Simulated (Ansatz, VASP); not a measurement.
# Cross-check of TiC between VASP and Ansatz, part 2 of 2

One calculation is typed for both programs; each brings its own data sets. How far apart do they land? The cell is taken from a series of runs on this material, whose earlier steps may have relaxed, scaled, displaced or heated it; both programs get it as it stands.

VASP 6.6.1 and Ansatz 0.2.0.

So far: The structure; VASP: zone-centre phonons, LDA.

### Step 3. Ansatz: zone-centre phonons, LDA

Level of this step: Ansatz beside VASP: Kohn-Sham DFT, plane waves, LDA (Ansatz).

Ansatz runs on its PAW soft_1 files.

The same cell, functional (in two slightly different forms), mesh and smearing now go to Ansatz, which takes its cutoff from its data sets.

input.yaml

```yaml
crystal:
  lattice:
    - [-0.0567819497, 2.1019787932, 2.1431971714]
    - [2.1019787932, -0.0567819497, 2.1431971714]
    - [2.0451968435, 2.0451968435, 0.0]
  atoms:
    - { symbol: C, position: [0.5, 0.5, 0.5] }
    - { symbol: Ti, position: [0.0, 0.0, 0.0] }
kpoints:
  mp_grid: { grid: [16, 16, 16] }
hamiltonian:
  xc: lda
  pseudopotentials: { kind: paw, azcp: { folder: soft_1 }, xc_functional: pbe }
scf:
  occupations: { method: methfessel_paxton, width: 0.2 }
output:
  eigenvalues: true
phonons:
  method: dfpt
```

On the command line:

```bash
ansatz run input.yaml --threads 4 --pin off --max-ram 10240MiB --backend cpu --events-out ev --progress --plain --runs-dir out
```

Numbers of over 12 decimals in the logs are rounded to 6 here.

The log of the run:

```text
zone centre: on kpoints.mp_grid the ground state, and the responses unless they are solved on pairs of k-points, stand on 1098 of the mesh's 4096 k-points, reduced under 4 symmetry operations, with k and −k counted as one. Each operation leaves every solved displacement unchanged or reverses it
Engine: ansatz 0.2.0, x86_64-unknown-linux-gnu
Pseudopotentials: kind: paw
Pseudopotential: C, paw, valence charge 4, recommended cutoff 420 eV (normal), soft_1/C.paw.azcp
Pseudopotential: Ti, paw, valence charge 12, recommended cutoff 420 eV (normal), soft_1/Ti.paw.azcp
Functional definition: SPW92
  exchange = slater_x
  correlation = pw_c
Crystal: 2 atoms, lattice volume = 18.925 Å³
Basis set: ecut = 420 eV, 351 PW (Γ), exchange–correlation on 48×48×48 points (8 copies of the dense FFT grid, shifted against one another)
Bands: 12, of which v1, the nominal top of the filled ones, is band 8 counted from 1 (7 counted from 0)
Symmetry: 8 space group operations
k-points: 1098 of 4096 (irreducible under 4 space group operations)
Non-local potential: C, projectors of the file, l = 0: 2, l = 1: 2, l = 2: 1
Non-local potential: Ti, projectors of the file, l = 0: 3, l = 1: 2, l = 2: 3, l = 3: 1
PAW form: soft (Blöchl's): semilocal exchange-correlation on the pseudo side does not see the compensation charge
PAW frozen core: C, regenerated for the run's functional, and the local potential with it (the file was generated under x = pbe(κ = 0.804, μ = 0.219515), c = pbe(β = 0.066725))
PAW frozen core: Ti, regenerated for the run's functional, and the local potential with it (the file was generated under x = pbe(κ = 0.804, μ = 0.219515), c = pbe(β = 0.066725))
PAW one-centre angular grid: C, 110 points (default); XC on 64 Gauss nodes
PAW one-centre angular grid: Ti, 590 points (default); XC on 64 Gauss nodes
Initial density: superposition of atomic densities (chi_scale 0.1, normalization cell, long waves kept (reshape's long-wave potential 0.00 eV rms))
Initial wavefunctions: pseudopotential atomic-orbital guess
Functional: x = slater, c = lda
SCF iter   1: F=—  HF=-2696.191516 eV  |F-HF|=—  |Δ(HF+E_count)|=         —  Δρ=1.46e-1  dr2=5.09e0  ethr=3.10e-3  ⟨swp⟩=4.4  Hψ=64729  notcnv=0
preconditioner: auto → none  [metal: Δε(μ)=0.057 eV  Ē_g=20.482 eV  σ=0.200 eV  W_gap=0.24  n_scr=8 (ndim 8)  ℏωp=31.9 eV  f_vac=0.000  D(μ)=0.14/eV (n_scr^D=0)  sad-step TF]
SCF iter   2: F=—  HF=-2695.658371 eV  |F-HF|=—  |Δ(HF+E_count)|=   5.33e-1  S|Δr|=    0.00e0  Δρ=1.02e-1  dr2=2.51e0  ethr=3.10e-3  ⟨swp⟩=2.0  Hψ=25932  notcnv=0
SCF iter   3: F=—  HF=-2695.144707 eV  |F-HF|=—  |Δ(HF+E_count)|=   5.14e-1  S|Δr|=    0.00e0  Δρ=1.12e-2  dr2=1.53e-2  ethr=3.10e-3  ⟨swp⟩=2.7  Hψ=26540  notcnv=1
SCF iter   4: F=—  HF=-2695.139032 eV  |F-HF|=—  |Δ(HF+E_count)|=   5.67e-3  S|Δr|=    0.00e0  Δρ=1.46e-3  dr2=1.18e-4  ethr=9.53e-5  ⟨swp⟩=2.5  Hψ=31937  notcnv=0
SCF iter   5: F=—  HF=-2695.139233 eV  |F-HF|=—  |Δ(HF+E_count)|=   2.01e-4  S|Δr|=    0.00e0  Δρ=3.21e-4  dr2=1.28e-5  ethr=7.40e-7  ⟨swp⟩=2.0  Hψ=17087  notcnv=0
SCF iter   6: F=—  HF=-2695.139231 eV  |F-HF|=—  |Δ(HF+E_count)|=   2.05e-6  S|Δr|=    0.00e0  Δρ=1.93e-5  dr2=4.67e-8  ethr=8.00e-8  ⟨swp⟩=2.0  Hψ=20733  notcnv=0
SCF iter   7: F=—  HF=-2695.139231 eV  |F-HF|=—  |Δ(HF+E_count)|=   1.11e-7  S|Δr|=    0.00e0  Δρ=1.75e-6  dr2=4.23e-10  ethr=2.92e-10  ⟨swp⟩=2.9  Hψ=21672  notcnv=0
SCF iter   8: F=—  HF=-2695.139231 eV  |F-HF|=—  |Δ(HF+E_count)|=  1.38e-10  S|Δr|=    0.00e0  Δρ=3.30e-7  dr2=1.82e-11  ethr=1.00e-12  ⟨swp⟩=5.5  Hψ=49721  notcnv=0
SCF iter   9: F=-2695.139231 eV  HF=-2695.139231 eV  |F-HF|=4.55e-13  |Δ(HF+E_count)|=  9.09e-12  S|Δr|=    0.00e0  Δρ=3.56e-8  dr2=3.05e-13  ethr=1.00e-12  ⟨swp⟩=4.9  Hψ=46810  notcnv=0
SCF 1 converged in 9 iterations: F = -2695.139231 eV  dr2 = 3.05e-13
  greatest PAW one-centre occupation: 0.998 electrons in one spin orbital (limit 2), on the Ti atom at site 1 (counted from 0), in its partial waves of l = 0
DFPT response loops at Γ: preconditioner auto → Kerker (q_TF=auto, 2.653 Å⁻¹) (partly filled bands, converged f_vac=0.000); β = 1.00, the filter's whole step (`scf.mixing.beta` (0.50) is not read by the response loops under this deck's `scf.mixing.preconditioner`; to damp them name `kerker` or `kerker_dos`, under which they read `scf.mixing.beta`, and type it under 1.00, their step now; both keys bind the ground state too); Broyden in place of MSR1
SCF converged after 9 iterations
Stability not checked: this state was not tested for a lower state beside it, because cold or Methfessel-Paxton smearing, or corrected tetrahedra, fill the levels in a way that the test cannot read (fill_not_monotonic; see scf.lower_state_search)
Free energy (F): -2695.139231 eV
Harris-Foulkes:  -2695.139231 eV  (|F-HF|=4.55e-13)
Internal energy: -2695.139293 eV  (E = F + TS)
E sigma→0 (E₀):  -2695.139246 eV
Entropy (-TS):   0.000062 eV (0.031 meV/atom)
Fermi energy:    15.567005 eV
--- Per-component energies (eV) ---
  E_band       = -93.496983
  E_kinetic    = 370.149959
  E_local      = -792.038267  (includes V_loc(G=0)·N_el)
  E_nonlocal   = 88.966288
  E_hartree    = 313.993276
  E_xc         = -164.465273
  E_vxc        = -206.261125  (∫ρ·V_xc dr)
  E_paw        = -1085.665688  (= ΣΔE_a)
  E_vpaw       = -182.300332  (= ΣTr[D̂ρ^β])
  E_aug_tail   = -0.000074  (compensation charges beyond the density's cutoff)
  E_ewald      = -1426.468297
  E_core_change = 0.388783  (= ΣΔE_core)
  E_smearing   = 0.000062  (= −TS)
  E_closure    = -0.000000  (closes the sum)
  Σ components = -2695.139231   (vs F -2695.139231, Δ=0.00e0)
--- Band table (eV; the first three rows and the last of 1098) ---
  k-point 0: bands = [... 4 lower, 3.0154, 15.9889, 16.0686, 16.5677, 17.1543, 17.2619, 17.3658, 17.5405]
  k-point 1: bands = [... 4 lower, 3.1161, 15.8357, 15.8666, 16.1251, 16.4853, 16.6178, 17.7198, 18.4860]
  k-point 2: bands = [... 4 lower, 3.4110, 15.0440, 15.0491, 15.2677, 16.4996, 16.6825, 18.0372, 19.6175]
  k-point 1097: bands = [... 4 lower, 5.2994, 11.9882, 13.6884, 15.3587, 16.1020, 18.5716, 19.3940, 19.3979]
--- Phonons (Γ-DFPT): 4 representative perturbations + reference, on 1098 of 4096 k-points (Σ response iterations 12) ---
  k mesh reduced under 4 symmetry operations, with k and −k counted as one. Each operation leaves every solved displacement unchanged or reverses it
  ASR residual: 1.597e-5 → 0.000e0 eV/Å²; symmetrization residual: 7.789e-7 eV/Å²
  ASR residual per site (eV/Å²): 6.75e-6 1.60e-5
  Γ frequencies (cm⁻¹): 0.00 0.00 0.00 539.21 559.47 624.89
  non-analytic LO–TO correction: not included (Born effective charges unavailable; polar crystals: no LO–TO splitting at Γ)
```

### Step 4. Differences

Known differences besides the potentials themselves: the cutoff is 420 eV in Ansatz and 600 eV in VASP; VASP's log shows a relativistic correction to its local exchange, Ansatz's none. Total energies have different zeros and are not compared.

Both answers:

```tsv
quantity	Ansatz	VASP	difference
optical mode 1 (cm⁻¹)	539.2	540.0	-0.15 %
optical mode 2 (cm⁻¹)	559.5	561.1	-0.29 %
optical mode 3 (cm⁻¹)	624.9	626.3	-0.23 %
```

Modes are paired by rising frequency, not by their patterns, so a pair may set unlike modes beside each other; they are those without the splitting of longitudinal modes.

### Step 5. Summary of results

| Quantity | Value |
| --- | --- |
| r.m.s. difference of the optical zone-centre modes, each program's sorted by frequency (zone-centre phonons, LDA) | 1.4 cm⁻¹ |

**Reading.** The r.m.s. difference of the optical zone-centre modes, each program's sorted by frequency is 1.4 cm⁻¹ (zone-centre phonons, LDA). Such differences can come from data sets, numerical settings and the points named under the comparisons, not from the functional's error against experiment.

[Lines on the potential files, build, host, timing and source positions are cut from VASP's logs without a mark.]

[Logs are printed without paths, hosts, clocks, repeated set-up lines and the standing remarks that a program may print on its own settings, such as how far it seeks lower states.]

[Hosts, paths, dates, database ids (printed as entryN), source tags and the programs' standing remarks are cut or masked in the printed files.]
